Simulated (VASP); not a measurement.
The system is Ti.

```xyz
2
Lattice="2.9500 0.0000 0.0000 -1.4750 2.5548 0.0000 0.0000 0.0000 4.6800" Properties=species:S:1:pos:R:3 pbc="T T T"
Ti    0.0000    1.7032    1.1700
Ti    1.4750    0.8516    3.5100
```

* Program: VASP 6.6.1
* Task: relaxation of cell and atoms
* Functional: AM05
* Potentials or basis: VASP PAW PBE potentials, release 64 (Ti_sv)
* Cutoff: 600 eV
* k mesh: 15 × 15 × 8
* Occupations: methfessel-paxton, width 0.1 eV
* Spin: no spin polarisation

At the start: pressure -5.7 GPa; volume 17.64 Å³/atom.

Task: How do energy, volume and symmetry change on relaxing?

Result: Over 8 steps the energy falls by 17.1 meV/atom and the volume is 16.71 Å³/atom (-5.2 %); space group P6_3/mmc (No. 194, to 0.05 Å).

Step by step:
```csv
step,energy change (eV),largest force (eV/Å),pressure (GPa),volume (Å³)
1,0.0000,0.0000,-5.67,35.27
2,-0.0163,0.0000,4.70,32.18
3,-0.0341,0.0000,0.01,33.43
4,-0.0341,0.0000,-0.12,33.47
5,-0.0341,0.0000,-0.14,33.47
6,-0.0342,0.0000,-0.13,33.46
7,-0.0342,0.0000,0.15,33.38
8,-0.0342,0.0000,0.01,33.43
```

Final structure:
```cif
data_structure
_symmetry_space_group_name_H-M 'P 1'
_symmetry_Int_Tables_number 1
_cell_length_a 2.9021
_cell_length_b 2.9021
_cell_length_c 4.5829
_cell_angle_alpha 90.000
_cell_angle_beta 90.000
_cell_angle_gamma 120.000
_cell_volume 33.43
loop_
_atom_site_label
_atom_site_type_symbol
_atom_site_fract_x
_atom_site_fract_y
_atom_site_fract_z
_atom_site_occupancy
Ti1 Ti 0.33333 0.66667 0.25000 1
Ti2 Ti 0.66667 0.33333 0.75000 1
```

Caveat: the PAW data sets were made with another functional, which shifts forces and pressure a little.
